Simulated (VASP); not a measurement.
Consider the following.

```
LuPd3
1.0
    4.00325     0.00000     0.00000
    0.00000     4.00325     0.00000
    0.00000     0.00000     4.00325
Lu Pd
1 3
Direct
  0.00000   0.00000   0.00000
  0.50000   0.00000   0.50000
  0.00000   0.50000   0.50000
  0.50000   0.50000   0.00000
```

Computed with PBEsol GGA with spin-orbit coupling, VASP's PBE PAW potentials (set 64) (plane waves; VASP 6.6.1). Numerical set-up: 400 eV cut-off, 7×7×7 Γ-centred mesh, Gaussian smearing of 0.050 eV, potentials Lu_3 Pd.

Question: Give the energies of bands 27 to 40 at the high-symmetry points, in eV from the Fermi level.

Answer: 
| band | Γ | X | M | R |
|---|---|---|---|---|
| 27 | -1.00 | -2.10 | -2.44 | -1.99 |
| 28 | -1.00 | -2.10 | -2.44 | -1.99 |
| 29 | -1.00 | -1.65 | -2.12 | -1.99 |
| 30 | -1.00 | -1.65 | -2.12 | -1.99 |
| 31 | -0.45 | -1.64 | -1.96 | -0.41 |
| 32 | -0.45 | -1.64 | -1.96 | -0.41 |
| 33 | -0.09 | -1.62 | -1.92 | -0.27 |
| 34 | -0.09 | -1.62 | -1.92 | -0.27 |
| 35 | 0.08 | -1.58 | -1.61 | -0.27 |
| 36 | 0.08 | -1.58 | -1.61 | -0.27 |
| 37 | 0.08 | -0.84 | -1.35 | 0.69 |
| 38 | 0.08 | -0.84 | -1.35 | 0.69 |
| 39 | 3.42 | 0.03 | -1.01 | 1.30 |
| 40 | 3.42 | 0.03 | -1.01 | 1.30 |

It has no gap at this level: it comes out as a metal or semimetal.

The structure comes from a computed database's LuPd3 entry (Pm-3m); how it stands against other phases isn't given here. It was relaxed first.
